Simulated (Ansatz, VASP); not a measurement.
## PtC in two plane-wave programs

One calculation is typed for both programs; each brings its own data sets. How far apart do they land? The cell is generated by rule, not measured, and may not be a known phase. The two relaxations start from unlike cells of this crystal (the structure described is Ansatz's start), so only their ends are compared.

Method: plane waves, with VASP 6.6.1 beside it; relaxation of cell and atoms at PBEsol, in Ansatz 0.2.0.

The structure was built from a prototype and need not be the compound's stable phase.

### 1. The structure

It takes space group Amm2 (No. 38, orthorhombic). Conventional cell: a = 2.771 Å, b = 3.919 Å, c = 3.919 Å, α = 90.00°, β = 90.00°, γ = 90.00°. Pt has 6 C at 2.13 to 2.42 Å nearest. C has 6 Pt at 2.13 to 2.42 Å nearest. Farther neighbours are not listed.

Structure file:

```xyz
2
Lattice="2.7712 0.0000 0.0000 0.0000 2.7712 0.0000 0.0000 0.0000 2.7712" Properties=species:S:1:pos:R:3 pbc="T T T"
Pt    0.0000    0.0139    0.0139
C     1.3856    1.1593    1.1593
```

### 2. VASP: relaxation of cell and atoms, PBEsol, pair 1

The relaxed volume is the usual yardstick between codes: in a stiff, nearly cubic crystal its relative difference is about their pressure difference at one cell divided by the bulk modulus.

Lines of VASP's logs that name or quote its potential files are left out, and so is its time.

Input file INCAR:

```
SYSTEM = PtC
PREC = Accurate
ENCUT = 600
EDIFF = 1E-07
NELM = 120
ISMEAR = 1
SIGMA = 0.15
LREAL = .FALSE.
ALGO = Normal
GGA = PS
NBANDS = 13
LASPH = .TRUE.
LORBIT = 11
LWAVE = .FALSE.
LCHARG = .FALSE.
ISIF = 3
IBRION = 2
NSW = 80
EDIFFG = -0.005
GGA_COMPAT = .FALSE.
NELMIN = 4
KPAR = 2
```

Input file POSCAR:

```
PtC
1.0
    2.8479484402      0.0000000000      0.0000000000
    0.0000000000      2.8750847142      0.7599986628
    0.0000000000      0.7599986628      2.8750847142
Pt C
1 1
Direct
    0.0000000000      0.0446815230      0.0446815230
    0.5000000000      0.3786948210      0.3786948210
```

Input file KPOINTS:

```
Automatic mesh
0
Gamma
16 16 16
0 0 0
```

Potentials, in the order of the species: Pt and C (PBE family, release 64).

Started as:

```
$ mpirun -np 2 vasp_std
```

Numbers of over 12 decimals in the logs are rounded to 6 here.

What it wrote:

```text
[banner, memory and clock lines left out]
running    2 mpi-ranks, on    1 nodes
 distrk:  each k-point on    1 cores,    2 groups
 distr:  one band on    1 cores,    1 groups

 POSCAR found type information on POSCAR PtC
 POSCAR found :  2 types and       2 ions
|                                                                             |
|               ----> ADVICE to this user running VASP <----                  |
|                                                                             |
|     You enforced a specific xc type in the INCAR file but a different       |
|     [... a line on the potential file left out ...]
|     I HOPE YOU KNOW WHAT YOU ARE DOING!                                     |
|                                                                             |

 LDA part: xc-table for (Slater+PW92), standard interpolation
 POSCAR, INCAR and KPOINTS ok, starting setup
 FFT: planning ... GRIDC
 FFT: planning ... GRID_SOFT
 FFT: planning ... GRID
 WAVECAR not read
 entering main loop
       N       E                     dE             d eps       ncg     rms          rms(c)
DAV:   1     0.612561958966E+02    0.61256E+02   -0.77678E+03 17106   0.114E+03
DAV:   2    -0.132717413826E+02   -0.74528E+02   -0.69352E+02 20595   0.224E+02
DAV:   3    -0.151815991576E+02   -0.19099E+01   -0.18948E+01 20057   0.352E+01
DAV:   4    -0.151908622062E+02   -0.92630E-02   -0.92613E-02 20782   0.285E+00
DAV:   5    -0.151909371396E+02   -0.74933E-04   -0.74933E-04 20487   0.258E-01    0.233E+01
DAV:   6    -0.139763435613E+02    0.12146E+01   -0.10715E+01 19110   0.260E+01    0.127E+01
DAV:   7    -0.136582437196E+02    0.31810E+00   -0.14495E+00 18350   0.103E+01    0.781E+00
DAV:   8    -0.136360624749E+02    0.22181E-01   -0.71136E-02 18667   0.229E+00    0.899E-01
DAV:   9    -0.136329956972E+02    0.30668E-02   -0.64409E-03 20297   0.620E-01    0.281E-01
DAV:  10    -0.136327179890E+02    0.27771E-03   -0.16459E-03 19027   0.297E-01    0.284E-02
DAV:  11    -0.136327232067E+02   -0.52177E-05   -0.38501E-05 20342   0.548E-02    0.149E-02
DAV:  12    -0.136327218348E+02    0.13719E-05   -0.31298E-06 19931   0.134E-02    0.831E-03
DAV:  13    -0.136327216723E+02    0.16249E-06   -0.35215E-07 19507   0.503E-03    0.645E-04
DAV:  14    -0.136327216820E+02   -0.97333E-08   -0.86788E-09 10436   0.809E-04
   1 F= -.13632722E+02 E0= -.13632785E+02  d E =-.136327E+02
[...]
2 F= -.13632871E+02 E0= -.13632954E+02  d E =-.148978E-03
[...]
3 F= -.13632893E+02 E0= -.13632971E+02  d E =-.171100E-03
[...]
4 F= -.13633037E+02 E0= -.13633133E+02  d E =-.144036E-03
[...]
5 F= -.13633038E+02 E0= -.13633135E+02  d E =-.145205E-03
[...]
6 F= -.13633053E+02 E0= -.13633147E+02  d E =-.150522E-04
 trial-energy change:   -0.000015  1 .order   -0.000015   -0.000020   -0.000011
 step:   1.7918(harm=  1.7918)  dis= 0.00063  next Energy=   -13.633059 (dE=-0.212E-04)
 bond charge predicted
       N       E                     dE             d eps       ncg     rms          rms(c)
DAV:   1    -0.136330794860E+02   -0.26424E-04   -0.28605E-03 17892   0.385E-01    0.259E-02
DAV:   2    -0.136330641045E+02    0.15381E-04   -0.39638E-05 20572   0.538E-02    0.118E-02
DAV:   3    -0.136330586727E+02    0.54318E-05   -0.99226E-06 20052   0.253E-02    0.424E-03
DAV:   4    -0.136330586374E+02    0.35295E-07   -0.83263E-07 20057   0.731E-03
   7 F= -.13633059E+02 E0= -.13633148E+02  d E =-.206506E-04
 curvature:  -1.04 expect dE=-0.501E-05 dE for cont linesearch -0.132E-08
 trial: gam= 0.21799 g(F)=  0.222E-05 g(S)=  0.258E-05 ort =-0.187E-06 (trialstep = 0.103E+01)
 search vector abs. value=  0.603E-05
 reached required accuracy - stopping structural energy minimisation
```

Parts of OUTCAR (step 2):

```text
ion  position               nearest neighbor table
   1  0.000  0.045  0.045-   2 2.23   2 2.23   2 2.23   2 2.23   2 2.23   2 2.23
   2  0.500  0.379  0.379-   1 2.23   1 2.23   1 2.23   1 2.23   1 2.23   1 2.23

  LATTYP: Found a base centered orthorhombic cell.
 ALAT       =     2.9911833795
 B/A-ratio  =     1.7186456195
 C/A-ratio  =     0.9521142902

 Subroutine GETGRP returns: Found  4 space group operations
 (whereof  4 operations were pure point group operations)

The static configuration has the point symmetry C_2v.

 Found    657 irreducible k-points:

   k-points           NKPTS =    657   k-points in BZ     NKDIM =    657   number of bands    NBANDS=     13

   dimension x,y,z NGX =    24 NGY =   24 NGZ =   24
   dimension x,y,z NGXF=    48 NGYF=   48 NGZF=   48

   ENCUT  =  600.0 eV  44.10 Ry    6.64 a.u.   5.69  5.94  5.94*2*pi/ulx,y,z

   NELECT =      14.0000    total number of electrons

 k-points in reciprocal lattice and weights: Automatic mesh
   0.00000000  0.00000000  0.00000000       0.000
   0.06250000  0.00000000  0.00000000       0.000
   0.12500000  0.00000000  0.00000000       0.000
   0.18750000  0.00000000  0.00000000       0.000
   0.25000000  0.00000000  0.00000000       0.000
   0.31250000  0.00000000  0.00000000       0.000
   0.37500000  0.00000000  0.00000000       0.000
   0.43750000  0.00000000  0.00000000       0.000
   0.50000000  0.00000000  0.00000000       0.000
[...]
0.43750000  0.50000000  0.50000000       0.000
   0.50000000  0.50000000  0.50000000       0.000

 average (electrostatic) potential at core
       1 -64.0958       2 -45.8484

 E-fermi :  10.8634

 k-point     1 :       0.0000    0.0000    0.0000
  band No.  band energies     occupation
    ...
      3       5.0447      2.00000
      4       5.0483      2.00000
      5       8.2996      2.00000
      6       8.3019      2.00000
      7       9.8049      2.00000
      8      13.3082     -0.00000
      9      13.3168     -0.00000
     10      15.2123      0.00000
     11      23.1533      0.00000
     12      24.7270      0.00000
    ...

 k-point     2 :       0.0625    0.0000    0.0000
  band No.  band energies     occupation
    ...
      3       5.0759      2.00000
      4       5.0794      2.00000
      5       8.1834      2.00000
      6       8.1862      2.00000
      7       9.6353      2.00000
      8      13.3519     -0.00000
      9      13.3591     -0.00000
     10      15.3531      0.00000
     11      23.3475      0.00000
     12      24.7969      0.00000
    ...

 k-point     3 :       0.1250    0.0000    0.0000
  band No.  band energies     occupation
    ...
      3       5.1660      2.00000
      4       5.1689      2.00000
      5       7.8792      2.00000
      6       7.8829      2.00000
      7       9.2482      2.00000
      8      13.4339     -0.00000
      9      13.4373     -0.00000
     10      15.7064      0.00000
     11      23.8595      0.00000
     12      25.0413      0.00000
    ...

  Total       -0.0092071     -0.0011730     -0.0011730      0.0000000     -0.0031084      0.0000000
  in kB       -0.6726504     -0.0856971     -0.0856971      0.0000000     -0.2270915      0.0000000
  external PRESSURE =      -0.2813482 kB  Pullay stress =       0.0000000 kB

  energy-cutoff  :      600.00
  volume of cell :       21.93
      direct lattice vectors                 reciprocal lattice vectors
     2.846871978  0.000000000  0.000000000     0.351262722  0.000000000  0.000000000
     0.000000000  2.880873026  0.772120979     0.000000000  0.373981088 -0.100233034
     0.000000000  0.772120979  2.880873026     0.000000000 -0.100233034  0.373981088

 POSITION                                       TOTAL-FORCE (eV/Angst)
 -----------------------------------------------------------------------------------
      0.00000      0.16406      0.16406         0.000000      0.003392      0.003392
      1.42344      1.38253      1.38253         0.000000     -0.003392     -0.003392
 -----------------------------------------------------------------------------------
    total drift:                                0.000000     -0.000065     -0.000065

  FREE ENERGIE OF THE ION-ELECTRON SYSTEM (eV)
  ---------------------------------------------------
  free  energy   TOTEN  =       -13.6330586374 eV

  energy  without entropy=      -13.6333269097  energy(sigma->0) =      -13.63314806

 reached required accuracy - stopping structural energy minimisation

 total charge
# of ion       s       p       d       tot
------------------------------------------
    1        0.642   0.733   8.088   9.463
    2        0.869   1.320   0.000   2.189
--------------------------------------------------
tot          1.511   2.053   8.088  11.652

[... 3 further parts left out ...]
```

The run keeps the 4 symmetry operations of its start, so it cannot find a distortion of lower symmetry.

### 3. Ansatz: relaxation of cell and atoms, PBEsol, pair 1

Ansatz runs on its default PAW (the set named soft_2) files.

Its own start cell and the same functional, mesh and smearing now go to Ansatz, which takes its cutoff from its data sets.

Input file input.yaml:

```yaml
crystal:
  lattice:
    - [2.7712460625, 0.0, 0.0]
    - [0.0, 2.7712460625, 0.0]
    - [0.0, 0.0, 2.7712460625]
  atoms:
    - { symbol: Pt, position: [0.0, 0.0050270986, 0.0050270986] }
    - { symbol: C, position: [0.5, 0.4183493039, 0.4183493039] }
kpoints:
  mp_grid: { grid: [16, 16, 16] }
hamiltonian:
  xc: pbesol
scf:
  occupations: { method: methfessel_paxton, width: 0.15 }
output:
  forces: true
  stress: true
  eigenvalues: true
relax:
  adjacent_minimum: "off"
  f_tol: 0.002
  max_steps: 120
  cell: { stress_tol: 0.03 }
```

Started as:

```
$ ansatz run input.yaml --threads 4 --pin off --max-ram 7168MiB --backend cpu --events-out ev --progress --plain --runs-dir out
```

What it wrote:

```text
Engine: ansatz 0.2.0, aarch64-unknown-linux-gnu
Pseudopotentials: kind: paw
Pseudopotential: Pt, paw, valence charge 18, recommended cutoff 420 eV (normal), Pt.paw.azcp
Pseudopotential: C, paw, valence charge 4, recommended cutoff 420 eV (normal), C.paw.azcp
Functional definition: PBEsol
  exchange = pbesol_x
  correlation = pbesol_c
Crystal: 2 atoms, lattice volume = 21.283 Å³
Basis set: ecut = 420 eV, 437 PW (Γ), exchange–correlation on 40×40×40 points (8 copies of the dense FFT grid, shifted against one another)
Bands: 15, of which v1, the nominal top of the filled ones, is band 11 counted from 1 (10 counted from 0)
Symmetry: 4 space group operations
Space group: Amm2 (ITA 38), of the structure as read, at distance tolerance 2.8e-5 Å
k-points: 657 of 4096 (time reversal used)
Non-local potential: Pt, projectors of the file, l = 0: 3, l = 1: 2, l = 2: 2, l = 3: 1
Non-local potential: C, projectors of the file, l = 0: 2, l = 1: 2, l = 2: 1
PAW form: soft (Blöchl's): semilocal exchange-correlation on the pseudo side does not see the compensation charge
PAW frozen core: Pt, regenerated for the run's functional, and the local potential with it (the file was generated under x = pbe(κ = 0.804, μ = 0.219515), c = pbe(β = 0.066725))
PAW frozen core: C, regenerated for the run's functional, and the local potential with it (the file was generated under x = pbe(κ = 0.804, μ = 0.219515), c = pbe(β = 0.066725))
PAW one-centre angular grid: Pt, 590 points (default); XC on 64 Gauss nodes
PAW one-centre angular grid: C, 110 points (default); XC on 64 Gauss nodes
Initial density: superposition of atomic densities (neutral atoms: chi_scale 0, normalization atom), corrected by the library's trained network
Initial wavefunctions: pseudopotential atomic-orbital guess
Functional: x = pbesol(κ = 0.804, μ = 0.123457), c = pbesol(β = 0.046)
SCF iter   1: F=—  HF=-12626.743968 eV  |F-HF|=—  |Δ(HF+E_count)|=         —  Δρ=9.55e-3  dr2=1.02e-2  ethr=1.77e-3  ⟨swp⟩=4.9  Hψ=44602  notcnv=0
preconditioner: auto → none  [metal: Δε(μ)=0.003 eV  Ē_g=11.052 eV  σ=0.150 eV  W_gap=0.02  n_scr=6 (ndim 8)  ℏωp=30.1 eV  f_vac=0.000  D(μ)=1.33/eV (n_scr^D=18)  sad-step TF]
SCF iter   2: F=—  HF=-12626.743339 eV  |F-HF|=—  |Δ(HF+E_count)|=   6.29e-4  S|Δr|=    0.00e0  Δρ=5.77e-3  dr2=4.60e-3  ethr=4.63e-5  ⟨swp⟩=1.7  Hψ=17571  notcnv=0
SCF iter   3: F=—  HF=-12626.742350 eV  |F-HF|=—  |Δ(HF+E_count)|=   9.89e-4  S|Δr|=    0.00e0  Δρ=6.03e-4  dr2=4.77e-5  ethr=2.09e-5  ⟨swp⟩=2.2  Hψ=13864  notcnv=0
SCF iter   4: F=—  HF=-12626.742333 eV  |F-HF|=—  |Δ(HF+E_count)|=   1.69e-5  S|Δr|=    0.00e0  Δρ=1.52e-4  dr2=3.99e-6  ethr=2.17e-7  ⟨swp⟩=2.5  Hψ=16135  notcnv=0
SCF iter   5: F=—  HF=-12626.742333 eV  |F-HF|=—  |Δ(HF+E_count)|=   4.14e-7  S|Δr|=    0.00e0  Δρ=4.51e-5  dr2=3.74e-7  ethr=1.81e-8  ⟨swp⟩=2.2  Hψ=13887  notcnv=0
SCF iter   6: F=-12626.742333 eV  HF=-12626.742333 eV  |F-HF|=2.44e-9  |Δ(HF+E_count)|=   7.35e-8  S|Δr|=    0.00e0  Δρ=8.10e-6  dr2=6.58e-9  ethr=4.55e-10  ⟨swp⟩=5.0  Hψ=41628  notcnv=0
SCF 1 converged in 6 iterations: F = -12626.742333 eV  dr2 = 6.58e-9
  greatest PAW one-centre occupation: 1.000 electrons in one spin orbital (limit 2), on the Pt atom at site 0 (counted from 0), in its partial waves of l = 0
relax step   1: F+E_penalty+E_count = -12626.74233276 eV  Δ(F+E_penalty+E_count) = +0.000e0 eV  max|allowed force component| = 4.964e-2 eV/Å  Δτ_max = 0.0000 Å  P = +9.712 GPa  Ω = 21.283 Å³  (6 SCF iters, dr2 threshold 1.00e-7 eV, accepted)
[...]
relax step  16: F+E_penalty+E_count = -12627.52286476 eV  Δ(F+E_penalty+E_count) = -1.034e-5 eV  max|allowed force component| = 4.284e-4 eV/Å  Δτ_max = 0.0005 Å  P = -0.008 GPa  Ω = 21.920 Å³  energy of the carried Pulay correction = -7.298e-4 eV  (3 SCF iters, dr2 threshold 6.93e-8 eV, accepted)
[...]
relax step  17: F+E_penalty+E_count = -12627.52445709 eV  Δ(F+E_penalty+E_count) = -1.592e-3 eV  max|allowed force component| = 3.171e-4 eV/Å  Δτ_max = 0.0000 Å  P = +0.030 GPa  Ω = 21.920 Å³  stress off target by 2.27e-1 GPa  SCF on the basis re-selected at this cell (its energy is not comparable with the rows above)  (5 SCF iters)
[...]
relax step  18: F+E_penalty+E_count = -12627.52447833 eV  Δ(F+E_penalty+E_count) = -2.124e-5 eV  max|allowed force component| = 8.326e-5 eV/Å  Δτ_max = 0.0003 Å  P = +0.005 GPa  Ω = 21.924 Å³  energy of the carried Pulay correction = -5.180e-6 eV  (3 SCF iters, dr2 threshold 1.29e-7 eV, accepted)
[...]
relax step  19: F+E_penalty+E_count = -12627.52448707 eV  Δ(F+E_penalty+E_count) = -8.742e-6 eV  max|allowed force component| = 9.600e-5 eV/Å  Δτ_max = 0.0000 Å  P = +0.004 GPa  Ω = 21.924 Å³  stress off target by 1.98e-2 GPa  SCF on the basis re-selected at this cell (its energy is not comparable with the rows above)  (4 SCF iters)
basis re-selected at this cell: Δ(F+E_penalty+E_count) = -8.742e-6 eV, ΔP = -0.001 GPa vs the last step (what re-selecting the basis moved, of the pressure what is left beyond the Pulay correction that the steps carried, after the strain that the cell walked since its last selection, with what the two solves' SCF thresholds leave and, on support functions, any second-order correction that the steps lacked; it is no m [...]
SCF converged after 4 iterations
Stability not checked: this state was not tested for a lower state beside it, because cold or Methfessel-Paxton smearing, or corrected tetrahedra, fill the levels in a way that the test cannot read (fill_not_monotonic; see scf.lower_state_search)
Free energy (F): -12627.524487 eV
Harris-Foulkes:  -12627.524487 eV  (|F-HF|=1.09e-11)
Internal energy: -12627.524749 eV  (E = F + TS)
E sigma→0 (E₀):  -12627.524553 eV
Entropy (-TS):   0.000262 eV (0.131 meV/atom)
Fermi energy:    20.127423 eV
--- Per-component energies (eV) ---
  E_band       = -158.510182
  E_kinetic    = 721.581567
  E_local      = -1744.630998  (includes V_loc(G=0)·N_el)
  E_nonlocal   = 229.823108
  E_hartree    = 645.751971
  E_xc         = -306.951788
  E_vxc        = -360.352136  (∫ρ·V_xc dr)
  E_paw        = -9410.719298  (= ΣΔE_a)
  E_vpaw       = -296.435878  (= ΣTr[D̂ρ^β])
  E_aug_tail   = 0.000232  (compensation charges beyond the density's cutoff)
  E_ewald      = -2762.687623
  E_core_change = 0.308082  (= ΣΔE_core)
  E_smearing   = 0.000262  (= −TS)
  E_closure    = -0.000000  (closes the sum)
  Σ components = -12627.524487   (vs F -12627.524487, Δ=0.00e0)
--- Forces (eV/Å), atoms counted from 1 ---
  atom   1  Pt     0.00000000     0.00009582     0.00009582
  atom   2  C      0.00000000    -0.00009618    -0.00009618
  max |Σ_I F_I| component: 3.59e-7 eV/Å
--- Stress (GPa, compression-positive) ---
        0.001305      -0.000000       0.000000
       -0.000000       0.005594       0.014186
       -0.000000       0.014186       0.005594
  P = ⅓ Tr σ = 0.0042 GPa (0.042 kbar)
--- Band table (eV; the first three rows and the last of 657) ---
  k-point 0: bands = [... 7 lower, 14.2931, 17.5695, 17.5701, 19.0602, 22.5722, 22.5743, 24.4636, 32.3985]
  k-point 1: bands = [... 7 lower, 14.3680, 17.1893, 17.5541, 19.4922, 22.2902, 22.4709, 24.7560, 32.0722]
  k-point 2: bands = [... 7 lower, 14.5906, 16.5342, 17.5093, 20.2931, 21.6674, 22.1828, 25.3877, 31.6256]
  k-point 656: bands = [... 7 lower, 14.3172, 17.7770, 18.3591, 19.0198, 21.7528, 24.3240, 24.4889, 29.7473]
--- Relaxed structure (16 steps of the walk, 16 accepted, 3 SCFs on fresh bases) ---
  F+E_penalty+E_count = -12627.52448707 eV   max|allowed force component| = 9.600e-5 eV/Å   (the final SCF, on the basis selected at the relaxed cell)
  cell:  # Å, volume = 21.9237 Å³
    - [2.846014, 0, 0]
    - [0, 2.880744, 0.771606]
    - [0, 0.771606, 2.880744]
  atoms:
    - { symbol: Pt, position: [0, 0.045010, 0.045010] }
    - { symbol: C, position: [0.5, 0.378367, 0.378367] }
```

### 4. Differences

Known differences besides the potentials themselves: the data sets hold 22 valence electrons in Ansatz (on its default PAW (the set named soft_2) files) and 14 in VASP; the cutoff is 420 eV in Ansatz and 600 eV in VASP; Ansatz makes its cores anew for this functional, VASP keeps those of its PBE data sets; Ansatz adds a Pulay correction to the stress that steers its cell, VASP none. Total energies have different zeros and are not compared.

Both answers:

```tsv
quantity	Ansatz	VASP	difference
volume (Å³)	21.92	21.93	-0.03 %
edge a after relaxation, in the typed setting (Å)	2.846	2.847	-0.03 %
edge b after relaxation, in the typed setting (Å)	2.982	2.982	-0.01 %
```

(Continued in part 2 of 2.)

[Lines on the potential files, build, host, timing and source positions are cut from VASP's logs without a mark.]

[Logs are printed without paths, hosts, clocks, repeated set-up lines and the standing remarks that a program may print on its own settings, such as how far it seeks lower states.]

[Hosts, paths, dates, database ids (printed as entryN), source tags and the programs' standing remarks are cut or masked in the printed files.]
